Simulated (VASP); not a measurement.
Method: PBE GGA with D3 dispersion (Becke-Johnson damping), VASP's PBE PAW potentials (set 64) (plane waves; VASP).

VASP input:

File KPOINTS:
```
k-points along high-symmetry lines
15
Line-mode
Reciprocal
  0.000000   0.000000   0.000000 ! GAMMA
  0.000000   0.500000   0.000000 ! X

  0.000000   0.500000   0.000000 ! X
  0.500000   0.500000   0.000000 ! M

  0.500000   0.500000   0.000000 ! M
  0.000000   0.000000   0.000000 ! GAMMA

  0.000000   0.000000   0.000000 ! GAMMA
  0.500000   0.500000   0.500000 ! R

  0.500000   0.500000   0.500000 ! R
  0.000000   0.500000   0.000000 ! X

  0.500000   0.500000   0.500000 ! R
  0.500000   0.500000   0.000000 ! M
```

### INCAR
```
SYSTEM = NiAl
PREC = Accurate
ENCUT = 520
EDIFF = 1E-7
NELM = 100
ALGO = Normal
LREAL = .FALSE.
LASPH = .TRUE.
ISMEAR = 0
SIGMA = 0.05
GGA = PE
IVDW = 12
LMAXMIX = 4
LWAVE = .FALSE.
LCHARG = .FALSE.
LORBIT = 11
ICHARG = 11
```

POSCAR:
```
NiAl
1.0
  2.8585326131   0.0000000000   0.0000000000
  0.0000000000   2.8585326131   0.0000000000
  0.0000000000   0.0000000000   2.8585326131
Al Ni
1 1
direct
  0.5000000000   0.5000000000   0.5000000000
  0.0000000000   0.0000000000   0.0000000000
```

POTCAR, in this order: Al Ni (PBE.64 set). Program: vasp_std. Read from the step before: CHGCAR.

Output of the run:

OUTCAR:
```
 ion  position               nearest neighbor table
   1  0.500  0.500  0.500-   2 2.48   2 2.48   2 2.48   2 2.48   2 2.48   2 2.48   2 2.48   2 2.48
  LATTYP: Found a simple cubic cell.
 ALAT       =     2.8585326131
 Subroutine PRICEL returns:
 Original cell was already a primitive cell.
 Subroutine GETGRP returns: Found 48 space group operations
The static configuration has the point symmetry O_h .
The dynamic configuration has the point symmetry O_h .
 Subroutine INISYM returns: Found 48 space group operations
   k-points           NKPTS =     90   k-points in BZ     NKDIM =     90   number of bands    NBANDS=     10
   number of dos      NEDOS =    301   number of ions     NIONS =      2
   total plane-waves  NPLWV =  13824
   dimension x,y,z NGX =    24 NGY =   24 NGZ =   24
   dimension x,y,z NGXF=    48 NGYF=   48 NGZF=   48
   ions per type =               1   1
   PREC   = accura    normal or accurate (medium, high low for compatibility)
   ISTART =      0    job   : 0-new  1-cont  2-samecut
   ICHARG =     11    charge: 1-file 2-atom 10-const
   ISPIN  =      1    spin polarized calculation?
   LNONCOLLINEAR =      F non collinear calculations
   LSORBIT =      F    spin-orbit coupling
   INIWAV =      1    electr: 0-lowe 1-rand  2-diag
   ENCUT  =  520.0 eV  38.22 Ry    6.18 a.u.   5.31  5.31  5.31*2*pi/ulx,y,z
   NELM   =    100;   NELMIN=  2; NELMDL= -5     # of ELM steps
...
```

OSZICAR:
```
       N       E                     dE             d eps       ncg     rms          rms(c)
DAV:   1     0.420540805474E+02    0.42054E+02   -0.58718E+03  1816   0.141E+03
DAV:   2    -0.826008186514E+01   -0.50314E+02   -0.47119E+02  1826   0.208E+02
DAV:   3    -0.940276156950E+01   -0.11427E+01   -0.11300E+01  2324   0.401E+01
DAV:   4    -0.941804148556E+01   -0.15280E-01   -0.15260E-01  2240   0.386E+00
DAV:   5    -0.941849557840E+01   -0.45409E-03   -0.45408E-03  2190   0.637E-01
DAV:   6    -0.941851673635E+01   -0.21158E-04   -0.21159E-04  2376   0.115E-01
DAV:   7    -0.941851720787E+01   -0.47152E-06   -0.47175E-06  2180   0.151E-02
DAV:   8    -0.941851723083E+01   -0.22965E-07   -0.21710E-07  1732   0.273E-03
   1 F= -.10326211E+02 E0= -.10326073E+02  d E =-.275835E-03
```

**OUTCAR**
```
 val. band max:       11.2964166365   @ k =   0.4286   0.5000   0.4286

 cond. band min:      11.3870338172   @ k =   0.2500   0.2500   0.0000



 k-point     1 :       0.0000    0.0000    0.0000
  band No.  band energies     occupation
      1      -0.9710      2.00000
      2       7.0004      2.00000
      3       7.0004      2.00000
      4       8.7509      2.00000
      5       8.7509      2.00000
      6       8.7509      2.00000
      7      15.9401      0.00000
      8      15.9401      0.00000
      9      15.9401      0.00000
     10      18.5409      0.00000

 k-point     2 :       0.0000    0.0357    0.0000
  band No.  band energies     occupation
      1      -0.9471      2.00000
      2       6.9991      2.00000
      3       7.0062      2.00000
      4       8.7401      2.00000
      5       8.7401      2.00000
      6       8.7520      2.00000
      7      15.6295      0.00000
      8      15.9719      0.00000
      9      15.9719      0.00000
     10      18.5420      0.00000

 k-point     3 :       0.0000    0.0714    0.0000
  band No.  band energies     occupation
      1      -0.8754      2.00000
      2       6.9938      2.00000
      3       7.0234      2.00000
      4       8.7087      2.00000
      5       8.7087      2.00000
      6       8.7553      2.00000
      7      14.9428      0.00000
      8      16.0665      0.00000
      9      16.0665      0.00000
     10      18.5449      0.00000

 k-point     4 :       0.0000    0.1071    0.0000
  band No.  band energies     occupation
      1      -0.7563      2.00000
      2       6.9799      2.00000
      3       7.0511      2.00000
      4       8.6592      2.00000
      5       8.6592      2.00000
      6       8.7608      2.00000
      7      14.1399      0.00000
      8      16.2215      0.00000
      9      16.2215      0.00000
     10      18.5497      0.00000

 k-point     5 :       0.0000    0.1429    0.0000
  band No.  band energies     occupation
...
```

The density is held fixed in this step, so its total energy and stress have no physical meaning.

The compound is NiAl in the CsCl type structure. It was relaxed first. The run is not spin-polarised, so no magnetic state was tried. The electron count is odd and the run is not spin-polarised, which forces a metal.
